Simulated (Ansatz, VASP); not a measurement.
## Al2BC3: VASP beside Ansatz

```xyz
6
Lattice="3.5292 0.0000 0.0000 -1.7646 3.0564 0.0000 0.0000 0.0000 7.0685" Properties=species:S:1:pos:R:3 pbc="T T T"
Al    1.7646    1.0188    1.6798
Al    1.7646    1.0188    5.3886
B     0.0000    0.0000    0.0000
C     0.0000    0.0000    3.5342
C     0.0000    2.0376    0.0000
C     0.0000    2.0376    3.5342
```

Change from the starting cell: species swapped into the Ce2CoSi3 type (P-6m2, No. 187).

Alike in both runs: task single point; functional PBE; k mesh 6 × 6 × 4; occupations gaussian, width 0.1 eV; no spin polarisation.

|  | VASP | Ansatz |
| --- | --- | --- |
| version | VASP 6.6.1 | Ansatz 0.2.0 |
| potentials or method | VASP PAW PBE potentials, release 64 (Al, B, C) | scalar-relativistic, plane waves, PAW |
| plane-wave cutoff (eV) | 520 | 420 |
| valence electrons in the cell | 21 | 21 |

|  | VASP | Ansatz | Ansatz less VASP |
| --- | --- | --- | --- |
| gap on the k mesh at the Fermi level (eV) | none | none | - |
| pressure (GPa) | -27.8 | -27.8 | -0.01 |
| largest component of the traceless stress (GPa) | 12.00 | 12.00 | +0.005 |
| rms of the force components (eV/Å) | 0.240 | 0.242 | +0.0014 |

Atom by atom the forces differ by 0.001 eV/Å (rms over components). A gap of «none» marks a metal or a gap that the smearing closes. With one functional, cell and mesh, what is left measures potentials, basis and numerics.

Caveats: so large a pressure means that the cell lies far from this level's equilibrium, or that cutoff or potentials fall short (VASP).
